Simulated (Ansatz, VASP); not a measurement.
# Cross-check of TcPd between VASP and Ansatz, part 2 of 2

Wanted: the spread between two codes on one cell, functional and k mesh. The cell is invented: As first built, before any earlier steps moved the atoms (in the runner's words): it takes the TcPt structure with some of its atoms replaced by other elements, volume scaled by an estimate. It may not be a known or stable phase. The cell is taken from a series of VASP runs on this material, whose earlier steps may have relaxed, scaled or displaced it; both programs get it as it stands. Valence electrons are named where the data sets of a main pair hold unlike numbers.

VASP 6.6.1 and Ansatz 0.2.0.

So far: The structure; VASP: band structure, RPBE; Ansatz: band structure, RPBE; Differences; Further runs.

**6. Ansatz: single point, RPBE**

Level of this step: Ansatz beside VASP: Kohn-Sham DFT, plane waves, RPBE (Ansatz).

A single point gives forces, pressure and levels at one fixed geometry, so differences don't come from the geometry; what else differs is listed under the comparison.

The cell is taken from a series of VASP runs on this material, whose earlier steps may have relaxed, scaled or displaced it; both programs get it as it stands.

Input file input.yaml:

```yaml
crystal:
  lattice:
    - [1.3668886981, 0.7891735332, 4.5922312875]
    - [-1.3668886981, 0.7891735332, 4.5922312875]
    - [0.0, -1.5783470663, 4.5922312875]
  atoms:
    - { symbol: Pd, position: [0.0, 0.0, 0.0] }
    - { symbol: Tc, position: [0.5, 0.5, 0.5] }
hamiltonian:
  xc: rpbe
  pseudopotentials: { kind: paw }
kpoints:
  mp_grid: { grid: [12, 12, 12] }
scf:
  occupations: { method: tetrahedron }
output:
  forces: true
  stress: true
```

Started as:

```sh
$ ansatz run input.yaml --threads 2 --pin off --max-ram 4608MiB --backend cpu --events-out ev --progress --plain --runs-dir out
```

Numbers of over 12 decimals in the logs are rounded to 6 here.

What it wrote:

```text
Warning: output.forces, output.stress, relax.cell or npt_langevin: where a Kohn–Sham band that disperses or a degenerate level is filled in part under the method tetrahedron, the forces or the stress that this run publishes need not agree with its energy (scf.occupations.method in the input reference, under Limitations); prefer a smearing scheme for the forces or the stress
[...]
--- Band table (eV; the first three rows and the last of 189) ---
  k-point 0: bands = [... 13 lower, 18.5332, 18.5332, 20.2696, 20.2696, 21.4415, 22.5249, 22.5249, 29.0621]
  k-point 1: bands = [... 13 lower, 18.3227, 18.5914, 19.9945, 20.4001, 20.7187, 22.4376, 23.5758, 29.0578]
  k-point 2: bands = [... 13 lower, 18.4259, 18.7084, 19.3881, 20.0551, 20.8438, 22.2019, 25.0944, 29.1729]
  k-point 188: bands = [... 13 lower, 18.5388, 19.2259, 19.2259, 19.6128, 19.6128, 21.9898, 21.9898, 34.0221]
[key lines of the parts left out:]
SCF converged after 12 iterations
Free energy (F): -12385.485065 eV
Fermi energy:    20.987399 eV
P = ⅓ Tr σ = 1.4262 GPa (14.262 kbar)
```

The job ended after 10 s (2 threads of Arm Neoverse N1, shared host; peak memory 0.39 GiB; 20 s of CPU time).

The run ends at a pressure of 1.43 GPa.

**7. VASP: single point, RPBE**

The same cell, functional, mesh and smearing now go to VASP, with its own data sets.

Input file INCAR:

```
SYSTEM = TcPd
PREC = Accurate
ENCUT = 400
EDIFF = 1E-06
NELM = 100
ISMEAR = -5
SIGMA = 0.05
LREAL = .FALSE.
ALGO = Normal
GGA = RP
LORBIT = 11
LWAVE = .FALSE.
LCHARG = .FALSE.
NEDOS = 2001
```

Input file POSCAR:

```
TcPd
1.0
    1.3668886981      0.7891735332      4.5922312875
   -1.3668886981      0.7891735332      4.5922312875
    0.0000000000     -1.5783470663      4.5922312875
Pd Tc
1 1
Direct
    0.0000000000      0.0000000000      0.0000000000
    0.5000000000      0.5000000000      0.5000000000
```

Input file KPOINTS:

```
Automatic mesh
0
Gamma
12 12 12
0 0 0
```

The projector-augmented-wave data sets are Pd and Tc_pv (PBE family, release 64).

Started as:

```sh
$ mpirun -np 1 vasp_std
```

What it wrote:

```text
[banner, memory and clock lines left out]
running    1 mpi-ranks, on    1 nodes
[...]
[... a notice as in an earlier step ...]

 LDA part: xc-table for (Slater+PW92), standard interpolation
 POSCAR, INCAR and KPOINTS ok, starting setup
[...]
entering main loop
       N       E                     dE             d eps       ncg     rms          rms(c)
DAV:   1     0.171580144630E+03    0.17158E+03   -0.11372E+04  6044   0.120E+03
DAV:   2    -0.121683193877E+02   -0.18375E+03   -0.18116E+03  6895   0.342E+02
DAV:   3    -0.151139218883E+02   -0.29456E+01   -0.29346E+01  6020   0.525E+01
DAV:   4    -0.151340913425E+02   -0.20169E-01   -0.20161E-01  6174   0.439E+00
[...]
DAV:  12    -0.140858679545E+02    0.50770E-05   -0.11308E-06  4480   0.147E-02    0.541E-03
DAV:  13    -0.140858654771E+02    0.24774E-05   -0.11693E-06  2842   0.114E-02    0.201E-03
DAV:  14    -0.140858645497E+02    0.92745E-06   -0.24412E-07  2856   0.516E-03
   1 F= -.14085865E+02 E0= -.14085865E+02  d E =0.000000E+00
|                                                                             |
|           W    W    AA    RRRRR   N    N  II  N    N   GGGG   !!!           |
|           W    W   A  A   R    R  NN   N  II  NN   N  G    G  !!!           |
|           W    W  A    A  R    R  N N  N  II  N N  N  G       !!!           |
|           W WW W  AAAAAA  RRRRR   N  N N  II  N  N N  G  GGG   !            |
|           WW  WW  A    A  R   R   N   NN  II  N   NN  G    G                |
|           W    W  A    A  R    R  N    N  II  N    N   GGGG   !!!           |
|                                                                             |
|     Tetrahedron method does not include variations of the Fermi             |
|     occupations, so forces and stress will be inaccurate. We suggest        |
|     using a different smearing scheme ISMEAR = 1 or 2 for metals in         |
|     relaxations.                                                            |
|                                                                             |
```

OUTCAR, selected parts (step 7):

```text
  Total        0.0897329      0.0897329     -0.0682567      0.0000000     -0.0000000      0.0000000
  in kB        4.8370597      4.8370594     -3.6793873      0.0000000     -0.0000000      0.0000000
  external PRESSURE =       1.9982440 kB  Pullay stress =       0.0000000 kB

 POSITION                                       TOTAL-FORCE (eV/Angst)
 -----------------------------------------------------------------------------------
      0.00000      0.00000      0.00000         0.000000      0.000000     -0.000000
      0.00000      0.00000      6.88835         0.000000     -0.000000      0.000000
 -----------------------------------------------------------------------------------
    total drift:                               -0.000000      0.000000      0.000000

  FREE ENERGIE OF THE ION-ELECTRON SYSTEM (eV)
  ---------------------------------------------------
  free  energy   TOTEN  =       -14.0858645497 eV

  energy  without entropy=      -14.0858645497  energy(sigma->0) =      -14.08586455

[... 1 part as in an earlier step ...]

[... 2 further parts left out ...]
[key lines of the parts left out:]
E-fermi :  11.3286
```

With tetrahedra the forces and stress of a metal are not exact derivatives of the energy.

**8. Comparison**

What differs besides the data sets and the points named for the pairs above, as far as they apply: the data sets hold 33 valence electrons in Ansatz (on its default PAW (the set named soft_2) files) and 23 in VASP. Total energies have different zeros and are not compared.

Both answers:

| quantity | Ansatz | VASP | difference |
| --- | --- | --- | --- |
| pressure (GPa) | 1.43 | 0.20 | +1.23 |

**9. Further runs**

Further runs change the set-up of one program: Ansatz's method, potentials or start, or VASP's data sets, cutoff or form of LDA. The table gives that difference for each run.

| run | pressure (GPa) |
| --- | --- |
| as above | 1.2 |
| Ansatz's larger PAW set (cutoff 720 eV) | 1.2 |
| norm-conserving potentials (cutoff 1143 eV) | 1.1 |

**10. VASP: electric field gradients, RPBE**

Field gradients test the density near the nuclei, where the PAW reconstruction matters most.

Input file INCAR:

```
SYSTEM = TcPd
PREC = Accurate
ENCUT = 400
EDIFF = 1E-07
NELM = 100
ISMEAR = -1
SIGMA = 0.05
LREAL = .FALSE.
ALGO = Normal
GGA = RP
LORBIT = 11
LWAVE = .FALSE.
LCHARG = .FALSE.
LEFG = .TRUE.
LASPH = .TRUE.
```

POSCAR is that of step 7.

Input file KPOINTS:

```
Automatic mesh
0
Gamma
8 8 8
0 0 0
```

Started as:

```sh
$ mpirun -np 1 vasp_std
```

What it wrote:

```text
[... set-up lines as in an earlier step ...]
 entering main loop
       N       E                     dE             d eps       ncg     rms          rms(c)
[... 1 cycle as in an earlier step ...]
DAV:   2    -0.121628983119E+02   -0.18627E+03   -0.18337E+03  2356   0.345E+02
DAV:   3    -0.151489789754E+02   -0.29861E+01   -0.29715E+01  2034   0.533E+01
DAV:   4    -0.151703215492E+02   -0.21343E-01   -0.21334E-01  2140   0.450E+00
DAV:   5    -0.151706341275E+02   -0.31258E-03   -0.31257E-03  2084   0.532E-01    0.159E+01
[...]
DAV:  12    -0.141368735050E+02   -0.15117E-05   -0.49877E-06  2157   0.208E-02    0.512E-03
DAV:  13    -0.141368724284E+02    0.10766E-05   -0.65888E-07  2055   0.820E-03    0.623E-04
DAV:  14    -0.141368723881E+02    0.40225E-07   -0.11113E-08  1003   0.955E-04
ion   1
     0.0000000     0.0000000     0.0000001    -6.1717308    -0.0000000     0.0000066
     0.0000551     0.0000000     0.0000001    -6.1717307    -0.0000000     0.0000066
     0.0000758     0.0000000     0.0000001    -6.1717306    -0.0000000     0.0000066
[...]
0.0000000     0.0000000     0.0000010   -28.7206325    -0.0000000     0.0000823
     0.0000551     0.0000000     0.0000010   -28.7254146    -0.0000000     0.0000823
     0.0000758     0.0000000     0.0000010   -28.7278857    -0.0000000     0.0000823
     0.0001045     0.0000000     0.0000010   -28.7317708    -0.0000000     0.0000823
     0.0001438     0.0000000     0.0000010   -28.7378473    -0.0000000     0.0000823

ion   2
     0.0000000     0.0000000     0.0000000    -1.1535382     0.0000000     0.0000122
     0.0000537     0.0000000     0.0000000    -1.1535382     0.0000000     0.0000122
     0.0000740     0.0000000     0.0000000    -1.1535382     0.0000000     0.0000122
     0.0001019     0.0000000     0.0000000    -1.1535382     0.0000000     0.0000122
     0.0001404     0.0000000     0.0000000    -1.1535383     0.0000000     0.0000122

     0.0000000     0.0000000     0.0000004   -19.4194434     0.0000000     0.0005018
     0.0000537     0.0000000     0.0000004   -19.4202847     0.0000000     0.0005018
     0.0000740     0.0000000     0.0000004   -19.4208598     0.0000000     0.0005018
     0.0001019     0.0000000     0.0000004   -19.4218542     0.0000000     0.0005017
     0.0001404     0.0000000     0.0000004   -19.4235616     0.0000000     0.0005017

   1 F= -.14136872E+02 E0= -.14128487E+02  d E =-.167708E-01
```

From OUTCAR (step 10):

```text
  Total       -0.0026726     -0.0026726      0.0124914      0.0000000      0.0000000      0.0000000
  in kB       -0.1440677     -0.1440677      0.6733503      0.0000000      0.0000000      0.0000000
  external PRESSURE =       0.1284050 kB  Pullay stress =       0.0000000 kB

 POSITION                                       TOTAL-FORCE (eV/Angst)
 -----------------------------------------------------------------------------------
      0.00000      0.00000      0.00000        -0.000000      0.000000     -0.000000
      0.00000      0.00000      6.88835         0.000000     -0.000000      0.000000
 -----------------------------------------------------------------------------------
    total drift:                               -0.000000      0.000000      0.000000

  FREE ENERGIE OF THE ION-ELECTRON SYSTEM (eV)
  ---------------------------------------------------
  free  energy   TOTEN  =       -14.1368723881 eV

  energy  without entropy=      -14.1201015563  energy(sigma->0) =      -14.12848697

[... 2 parts as in an earlier step ...]

[... 1 further part left out ...]
[key lines of the parts left out:]
E-fermi :  11.3826
```

The run ends at a pressure of 0.01 GPa.

**11. Ansatz: electric field gradients, RPBE**

The same cell, functional, mesh and smearing now go to Ansatz, which takes its cutoff from its data sets.

The cell is taken from a series of VASP runs on this material, whose earlier steps may have relaxed, scaled or displaced it; both programs get it as it stands.

input.yaml, the sections that differ from step 6:

```yaml
kpoints:
  mp_grid: { grid: [8, 8, 8] }
scf:
  occupations: { method: fermi_dirac, width: 0.05 }
  n_extra_bands: 4
output:
  forces: true
  stress: true
  eigenvalues: true
  efg: {}
  write_density: true
  write_potential: true
  elf: true
  volumetric_format: npy
# crystal, hamiltonian: as in step 6
```

Started as:

```sh
$ ansatz run input.yaml --threads 2 --pin off --max-ram 4608MiB --backend cpu --events-out ev --progress --plain --runs-dir out
```

What it wrote:

```text
[...]
Tc, Pd: output.efg is read without spin–orbit coupling, which moves field gradients at and beside such atoms by some per cent and up to a factor of two; PAW files take it under magnetization.noncollinear and magnetization.spin_orbit
[...]
Crystal: 2 atoms, lattice volume = 29.722 Å³
[...]
--- Band table (eV; the first three rows and the last of 65) ---
  k-point 0: bands = [... 13 lower, 18.5406, 18.5406, 20.2549, 20.2549, 21.4495, 22.5213, 22.5213, 29.0705]
  k-point 1: bands = [... 13 lower, 18.3279, 18.6635, 19.6699, 20.3435, 20.5549, 22.3311, 24.3419, 29.0894]
  k-point 2: bands = [... 13 lower, 18.6920, 19.0235, 19.0686, 20.1085, 21.5899, 21.8878, 26.3813, 29.7767]
  k-point 64: bands = [... 13 lower, 18.5457, 19.2587, 19.2587, 19.5753, 19.5753, 21.9825, 21.9825, 34.0198]
[key lines of the parts left out:]
SCF converged after 10 iterations
Free energy (F): -12385.534705 eV
Fermi energy:    21.041886 eV
P = ⅓ Tr σ = 1.2332 GPa (12.332 kbar)
```

The job ended after 4.9 s (2 threads; peak memory 0.36 GiB).

The run ends at a pressure of 1.23 GPa.

**12. Comparison**

What differs besides the data sets and the points named for the pairs above, as far as they apply: the data sets hold 33 valence electrons in Ansatz (on its default PAW (the set named soft_2) files) and 23 in VASP; Ansatz adds the response of the frozen cores to the gradients, VASP leaves it out. Total energies have different zeros and are not compared.

The two programs side by side:

| quantity | Ansatz | VASP | difference |
| --- | --- | --- | --- |
| pressure (GPa) | 1.23 | 0.01 | +1.22 |
| Vzz at Pd1 (V/Å²) | 50.1 | 36.1 | +14.1 |
| Vzz at Tc2 (V/Å²) | 28.1 | 23.3 | +4.8 |

**13. Other set-ups**

Further runs change the set-up of one program: Ansatz's method, potentials or start, or VASP's data sets, cutoff or form of LDA. The table gives Ansatz less VASP for each quantity, since a change that brings one quantity closer may part another.

| run | pressure (GPa) | Vzz at Pd1 (V/Å²) | Vzz at Tc2 (V/Å²) |
| --- | --- | --- | --- |
| as above | 1.2 | 14 | 4.8 |
| Ansatz's larger PAW set (cutoff 720 eV) | 1.2 | 13 | 4.8 |

**14. Summary of results**

```
difference in pressure (band structure, RPBE)           : 1.2 GPa
difference in pressure (single point, RPBE)             : 1.2 GPa
difference in pressure (electric field gradients, RPBE) : 1.2 GPa
```

In words: The difference in pressure is 1.2 GPa (single point, RPBE), beyond the 1 GPa picked in this series as the mark of a large difference. The data sets hold unlike numbers of valence electrons (33 in Ansatz and 23 in VASP), so part of the differences comes from the potentials. For band structure, RPBE, no further run moves any of the tabulated differences by more than a quarter of its size. For single point, RPBE, no further run moves any of the tabulated differences by more than a quarter of its size. For electric field gradients, RPBE, no further run moves any of the tabulated differences by more than a quarter of its size. 1 further run of this series is not shown here. How closely two codes agree says nothing of how well the functional describes the real material.

[Lines on the potential files, build, host, timing and source positions are cut from VASP's logs without a mark.]

[Logs are printed without paths, hosts, clocks, repeated set-up lines and the standing remarks that a program may print on its own settings, such as how far it seeks lower states.]

[Hosts, paths, dates, database ids (printed as entryN), source tags and the programs' standing remarks are cut or masked in the printed files.]
